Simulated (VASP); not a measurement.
Set up this calculation in VASP 6.6.1, as the native input.

| Item | Value |
| --- | --- |
| Task | single point |
| Functional | r2SCAN |
| Potentials or basis | VASP PAW PBE potentials, release 64 (Si, Ge_d) |
| Cutoff | 520 eV |
| k mesh | 10 × 10 × 6 |
| Occupations | gaussian, width 0.1 eV |
| Spin | no spin polarisation |
| Further INCAR settings | ALGO = Normal; EDIFF = 1e-06 |

The structure of Si3Ge lies in POSCAR:

```
Si3Ge                                   
1.0
    3.8948792273      0.0000000000      0.0000000000
   -1.9474396086      3.3730643577      0.0000000000
    0.0000000000      0.0000000000      6.4330479435
  Si              Ge            
     3     1
Direct
     0.6666666699999979    0.3333333300000021    0.9324706598265297
     0.3333333300000021    0.6666666699999979    0.4416486030079820
     0.6666666699999979    0.3333333300000021    0.5626130518391386
     0.3333333300000021    0.6666666699999979    0.0631124353263579
```

The cell was built by a generator and needn't be a form met in nature.

The input as run:

INCAR

```
SYSTEM = Si3Ge
PREC = Accurate ; ENCUT = 520
EDIFF = 1E-6 ; ISMEAR = 0
SIGMA = 0.1 ; LREAL = .False.
LASPH = .True. ; NELM = 150
ALGO = Normal ; ISIF = 2
LWAVE = .False. ; LCHARG = .False.
METAGGA = R2SCAN ; LMIXTAU = .True.
KPAR = 4
```

KPOINTS

```
regular mesh
0
Gamma
  10 10 6
  0 0 0
```

Potentials or basis: VASP PAW PBE potentials, release 64 (Si, Ge_d).

Command:

```bash
$ cat potpaw_PBE.64/Si/POTCAR potpaw_PBE.64/Ge_d/POTCAR > POTCAR
$ mpirun -np 4 vasp_std > vasp.out
```

It gave:

```json
{
 "Pressure": "-1.9 GPa",
 "Largest force": "0.064 eV/Å",
 "Band gap on the k mesh": "0.63 eV, indirect (least direct gap 0.93 eV)"
}
```

Caveat: the PAW data sets were made with another functional, which shifts forces and pressure a little.

Run time: 2.2 min on 4 MPI ranks on Intel(R) Xeon(R) Platinum 8259CL CPU @ 2.50GHz (Skylake/Cascade Lake), with other jobs on the host, peak memory 0.27 GiB a rank.
